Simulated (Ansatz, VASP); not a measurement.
# Nb2H2NO2 (Nb2N(OH)2 MXene monolayer): VASP beside Ansatz, part 2 of 2

One calculation is typed for both programs; each brings its own data sets. How far apart do they land? The structure shown is the start of the Ansatz relaxation below; VASP solves that cell, so the two are compared at the walk's first step.

VASP 6.6.1 and Ansatz 0.2.0.

So far: The structure; Ansatz: relaxation, PBE with D3(BJ).

## Step 3: VASP: single point, PBE with D3(BJ), start cell

Level of this step: PBE with D3(BJ), zero-moment start; plane waves and PAW (H, O, Nb_sv, N) (VASP).

The same cell, functional, mesh and smearing now go to VASP, with its own data sets.

Lines of VASP's logs that name or quote its potential files are left out, and so is its time.

The input, INCAR:

```
SYSTEM = Nb2H2NO2
PREC = Accurate
ENCUT = 520
EDIFF = 1E-06
NELM = 200
ISMEAR = -1
SIGMA = 0.05
LREAL = .FALSE.
ALGO = Normal
GGA = PE
IVDW = 12
NBANDS = 33
ISPIN = 2
MAGMOM = -0 -0 0 0 -0 -0 0
LASPH = .TRUE.
LMAXMIX = 4
LORBIT = 11
LWAVE = .FALSE.
LCHARG = .FALSE.
ISIF = 2
LDIPOL = .TRUE.
IDIPOL = 3
DIPOL = 0.5 0.5 0.5
LVHAR = .TRUE.
GGA_COMPAT = .FALSE.
NELMDL = -8
KPAR = 2
```

The input, POSCAR:

```
Nb2H2NO2
1.0
    3.0790760000      0.0000000000      0.0000000000
   -1.5395380000      2.6665580000      0.0000000000
    0.0000000000      0.0000000000     44.5581840000
H O Nb N
2 2 2 1
Direct
    0.3333332708      0.6666665417      0.4241645037
    0.6666667292      0.3333334583      0.5758354963
    0.3333332708      0.6666665417      0.4461582187
    0.6666667292      0.3333334583      0.5538417813
    0.6666667292      0.3333334583      0.4727340324
    0.3333332708      0.6666665417      0.5272659451
    0.0000000000      0.0000000000      0.5000000000
```

The input, KPOINTS:

```
Automatic mesh
0
Gamma
12 12 1
0 0 0
```

Potentials, in the order of the species: H, O, Nb_sv and N (PBE family, release 64).

On the command line:

```console
> mpirun -np 2 vasp_std
```

Numbers of over 12 decimals in the logs are rounded to 6 here.

The log of the run:

```text
[banner, memory and clock lines left out]
running    2 mpi-ranks, on    1 nodes
 distrk:  each k-point on    1 cores,    2 groups
 distr:  one band on    1 cores,    1 groups

 POSCAR found type information on POSCAR H O NbN
 POSCAR found :  4 types and       7 ions
 LDA part: xc-table for (Slater+PW92), standard interpolation
 POSCAR, INCAR and KPOINTS ok, starting setup
 FFT: planning ... GRIDC
 FFT: planning ... GRID_SOFT
 FFT: planning ... GRID
 WAVECAR not read
 entering main loop
       N       E                     dE             d eps       ncg     rms          rms(c)
DAV:   1     0.412631904685E+03    0.41263E+03   -0.21878E+04  3268   0.107E+03
DAV:   2     0.467677633666E+00   -0.41216E+03   -0.39518E+03  3463   0.361E+02
DAV:   3    -0.569710908655E+02   -0.57439E+02   -0.55863E+02  3922   0.119E+02
DAV:   4    -0.607016605077E+02   -0.37306E+01   -0.36406E+01  4097   0.344E+01
DAV:   5    -0.608339744281E+02   -0.13231E+00   -0.13042E+00  4100   0.448E+00
DAV:   6    -0.608386210250E+02   -0.46466E-02   -0.46301E-02  4197   0.958E-01
DAV:   7    -0.608387974745E+02   -0.17645E-03   -0.17609E-03  3768   0.132E-01
DAV:   8    -0.608388052345E+02   -0.77600E-05   -0.77484E-05  4264   0.264E-02    0.192E+01
DAV:   9    -0.527318081548E+02    0.81070E+01   -0.35599E+01  3809   0.365E+01    0.686E+00
DAV:  10    -0.524526843484E+02    0.27912E+00   -0.24588E+00  3927   0.109E+01    0.447E+00
DAV:  11    -0.524159529617E+02    0.36731E-01   -0.58427E-01  3559   0.486E+00    0.115E+00
DAV:  12    -0.523945984539E+02    0.21355E-01   -0.16607E-01  4192   0.283E+00    0.533E-01
DAV:  13    -0.523899205264E+02    0.46779E-02   -0.35785E-02  3397   0.114E+00    0.367E-01
DAV:  14    -0.523895034230E+02    0.41710E-03   -0.66456E-03  3448   0.563E-01    0.100E-01
[...]
DAV:  20    -0.523894801509E+02   -0.68044E-04   -0.25461E-05  3395   0.143E-02    0.403E-03
DAV:  21    -0.523895288184E+02   -0.48667E-04   -0.11326E-05  2628   0.611E-03    0.267E-03
DAV:  22    -0.523895573208E+02   -0.28502E-04   -0.55280E-06  2589   0.596E-03    0.173E-03
DAV:  23    -0.523895663555E+02   -0.90347E-05   -0.10252E-06  2386   0.430E-03    0.118E-03
DAV:  24    -0.523895711174E+02   -0.47619E-05   -0.48615E-07  2299   0.355E-03    0.848E-04
DAV:  25    -0.523895768638E+02   -0.57464E-05   -0.66956E-07  2302   0.325E-03    0.763E-04
DAV:  26    -0.523895792975E+02   -0.24338E-05   -0.25581E-07  2281   0.246E-03    0.426E-04
DAV:  27    -0.523895801806E+02   -0.88302E-06   -0.11622E-07  2182   0.152E-03
   1 F= -.53893260E+02 E0= -.53879110E+02  d E =-.283009E-01  mag=    -0.0000
```

Parts of OUTCAR (step 3):

```text
ion  position               nearest neighbor table
   1  0.333  0.667  0.424-   3 0.98
   2  0.667  0.333  0.576-   4 0.98
   3  0.333  0.667  0.446-   1 0.98   5 2.14   5 2.14   5 2.14
   4  0.667  0.333  0.554-   2 0.98   6 2.14   6 2.14   6 2.14
   5  0.667  0.333  0.473-   3 2.14   3 2.14   3 2.14   7 2.15   7 2.15   7 2.15   6 3.01   6 3.01
                             6 3.01
   6  0.333  0.667  0.527-   4 2.14   4 2.14   4 2.14   7 2.15   7 2.15   7 2.15   5 3.01   5 3.01
                             5 3.01
   7  0.000  0.000  0.500-   6 2.15   6 2.15   6 2.15   5 2.15   5 2.15   5 2.15

  LATTYP: Found a hexagonal cell.
 ALAT       =     3.0790760000
 C/A-ratio  =    14.4712842424

 Subroutine GETGRP returns: Found 12 space group operations
 (whereof 12 operations were pure point group operations)

The static configuration has the point symmetry D_3d.

 Found     19 irreducible k-points:

   k-points           NKPTS =     19   k-points in BZ     NKDIM =     19   number of bands    NBANDS=     33

   dimension x,y,z NGX =    24 NGY =   24 NGZ =  336
   dimension x,y,z NGXF=    48 NGYF=   48 NGZF=  672

   ENCUT  =  520.0 eV  38.22 Ry    6.18 a.u.   5.73  5.73 82.85*2*pi/ulx,y,z

   NELECT =      45.0000    total number of electrons

 k-points in reciprocal lattice and weights: Automatic mesh
   0.00000000  0.00000000  0.00000000       0.007
   0.08333333 -0.00000000  0.00000000       0.042
   0.16666667 -0.00000000  0.00000000       0.042
   0.25000000 -0.00000000  0.00000000       0.042
   0.33333333 -0.00000000  0.00000000       0.042
   0.41666667 -0.00000000  0.00000000       0.042
   0.50000000 -0.00000000  0.00000000       0.021
   0.08333333  0.08333333  0.00000000       0.042
   0.16666667  0.08333333  0.00000000       0.083
[...]
0.33333333  0.25000000  0.00000000       0.083
   0.33333333  0.33333333  0.00000000       0.014

 dipolmoment           0.000000      0.000000      0.000012 electrons x Angstroem

 average (electrostatic) potential at core
       1 -43.2969       2 -43.2967       3 -79.8730       4 -79.8728       5 -90.7445
       6 -90.7443       7 -71.4019

 E-fermi :  -0.5818

 spin component 1
 k-point     1 :       0.0000    0.0000    0.0000
  band No.  band energies     occupation
    ...
     21      -2.4265      1.00000
     22      -2.1565      1.00000
     23      -2.1565      1.00000
     24      -0.9539      0.99941
     25      -0.8208      0.99168
     26      -0.3891      0.02078
     27      -0.0770      0.00004
     28      -0.0770      0.00004
     29       0.8475      0.00000
     30       0.8475      0.00000
    ...

 k-point     2 :       0.0833   -0.0000    0.0000
  band No.  band energies     occupation
    ...
     21      -2.5058      1.00000
     22      -2.1825      1.00000
     23      -1.9633      1.00000
     24      -0.8321      0.99335
     25      -0.7550      0.96968
     26      -0.2175      0.00069
     27      -0.1454      0.00016
     28       0.0404      0.00000
     29       0.9158      0.00000
     30       0.9685      0.00000
    ...

 k-point     3 :       0.1667   -0.0000    0.0000
  band No.  band energies     occupation
    ...
     20      -6.0841      1.00000
     21      -3.0784      1.00000
     22      -1.7928      1.00000
     23      -1.4767      1.00000
     24      -0.6895      0.89611
     25      -0.3925      0.02221
     26      -0.2900      0.00292
     27       0.2637      0.00000
     28       0.3749      0.00000
     29       1.1088      0.00000
    ...

 k-point     4 :       0.2500   -0.0000    0.0000
  band No.  band energies     occupation
    ...
     20      -6.2489      1.00000
     21      -3.7253      1.00000
     22      -1.1903      0.99999
     23      -0.8137      0.99042
     24      -0.5871      0.52683
     25      -0.1617      0.00022
     26       0.3256      0.00000
     27       0.7140      0.00000
     28       0.8277      0.00000
     29       1.4145      0.00000
    ...

 k-point     5 :       0.3333   -0.0000    0.0000
  band No.  band energies     occupation
    ...
     18      -7.4641      1.00000
     19      -6.8477      1.00000
     20      -6.2417      1.00000
     21      -4.2538      1.00000
     22      -0.7403      0.95974
     23      -0.4008      0.02611
     24      -0.0547      0.00003
     25       0.6156      0.00000
     26       1.0500      0.00000
     27       1.2395      0.00000
    ...

 k-point     6 :       0.4167   -0.0000    0.0000
  band No.  band energies     occupation
    ...
     18      -7.4009      1.00000
     19      -6.8574      1.00000
     20      -6.1550      1.00000
     21      -4.5965      1.00000
     22      -0.8557      0.99584
     23       0.4449      0.00000
     24       0.6241      0.00000
     25       1.2974      0.00000
     26       1.5887      0.00000
     27       1.8869      0.00000
    ...

 Edisp (eV)   -1.50368

  Total       4.09344     4.09344     6.89020     0.00000     0.00000     0.00000
  in kB      17.92668    17.92668    30.17472     0.00000     0.00000     0.00000
  external pressure =       22.01 kB  Pullay stress =        0.00 kB

  energy-cutoff  :      520.00
  volume of cell :      365.85
      direct lattice vectors                 reciprocal lattice vectors
     3.079076000  0.000000000  0.000000000     0.324772757  0.187507641  0.000000000
    -1.539538000  2.666558000  0.000000000     0.000000000  0.375015282  0.000000000
     0.000000000  0.000000000 44.558184000     0.000000000  0.000000000  0.022442566

 POSITION                                       TOTAL-FORCE (eV/Angst)
 -----------------------------------------------------------------------------------
     -0.00000      1.77771     18.90000         0.000000     -0.000000     -0.632761
      1.53954      0.88885     25.65818        -0.000000     -0.000000      0.632761
     -0.00000      1.77771     19.88000         0.000000      0.000000     -1.962346
      1.53954      0.88885     24.67818        -0.000000     -0.000000      1.962346
      1.53954      0.88885     21.06417         0.000000     -0.000000      2.749511
     -0.00000      1.77771     23.49401        -0.000000      0.000000     -2.749511
      0.00000      0.00000     22.27909        -0.000000     -0.000000      0.000000
 -----------------------------------------------------------------------------------
    total drift:                               -0.000000      0.000000      0.003565

  FREE ENERGIE OF THE ION-ELECTRON SYSTEM (eV)
  ---------------------------------------------------
  free  energy   TOTEN  =       -53.8932599655 eV

  energy  without entropy=      -53.8649590640  energy(sigma->0) =      -53.87910951

 vacuum level on the upper side and lower side of the slab         2.439         2.439

 total charge
# of ion       s       p       d       tot
------------------------------------------
    1        0.601   0.120   0.000   0.721
    2        0.601   0.120   0.000   0.721
    3        1.559   3.615   0.000   5.174
    4        1.559   3.615   0.000   5.174
    5        2.145   6.050   2.524  10.720
    6        2.145   6.050   2.524  10.720
    7        1.242   2.536   0.000   3.778
--------------------------------------------------
tot          9.851  22.109   5.049  37.009

 magnetization (x)
# of ion       s       p       d       tot
------------------------------------------
    1       -0.000  -0.000   0.000  -0.000
    2       -0.000  -0.000   0.000  -0.000
    3       -0.000   0.000   0.000   0.000
    4       -0.000   0.000   0.000   0.000
    5       -0.000  -0.000  -0.000  -0.000
    6       -0.000  -0.000  -0.000  -0.000
    7       -0.000  -0.000   0.000  -0.000
--------------------------------------------------
tot         -0.000  -0.000  -0.000  -0.000

[... 3 further parts left out ...]
```

This run allows spin, but its moments start at zero, where symmetry between the spins tends to hold them. Its electron count is odd, so without a moment it is a metal by construction.

## Step 4: Side by side

Known differences besides the potentials themselves: Ansatz cuts the interaction across the vacuum, VASP repeats the sheet with a dipole correction; the cutoff is 420 eV in Ansatz and 520 eV in VASP. Total energies have different zeros and are not compared.

Forces (eV/Å; atoms numbered as in POSCAR):

| atom | Ansatz x, y, z | VASP x, y, z |
| --- | --- | --- |
| H1 | 0.000, 0.000, -0.550 | 0.000, 0.000, -0.633 |
| H2 | 0.000, 0.000, 0.550 | 0.000, 0.000, 0.633 |
| O3 | 0.000, 0.000, -2.064 | 0.000, 0.000, -1.962 |
| O4 | 0.000, 0.000, 2.064 | 0.000, 0.000, 1.962 |
| Nb5 | 0.000, 0.000, 2.745 | 0.000, 0.000, 2.750 |
| Nb6 | 0.000, 0.000, -2.745 | 0.000, 0.000, -2.750 |
| N7 | 0.000, 0.000, 0.000 | 0.000, 0.000, 0.000 |

The forces differ by 40 meV/Å r.m.s., which is 3.8 % of the r.m.s. force of 1.061 eV/Å (both taken over all components). Moments aren't recorded for both runs of this pair, so they may hold unlike magnetic states. With vacuum in the cell, a pressure given here is an average over mostly empty space and none of the material.

## Step 5: What came out

```json
{"r.m.s. force difference (single point, PBE with D3(BJ), start cell)": "3.8 % of the r.m.s. force"}
```

In words: The r.m.s. force difference is 3.8 % of the r.m.s. force (single point, PBE with D3(BJ), start cell), beyond the 3 % picked in this series as the mark of a large difference. What causes the difference of the single point, PBE with D3(BJ), start cell pair stays open here. 1 further run of this series is not shown here. How closely two codes agree says nothing of how well the functional describes the real material.

[Lines on the potential files, build, host, timing and source positions are cut from VASP's logs without a mark.]

[Logs are printed without paths, hosts, clocks, repeated set-up lines and the standing remarks that a program may print on its own settings, such as how far it seeks lower states.]

[Hosts, paths, dates, database ids (printed as entryN), source tags and the programs' standing remarks are cut or masked in the printed files.]
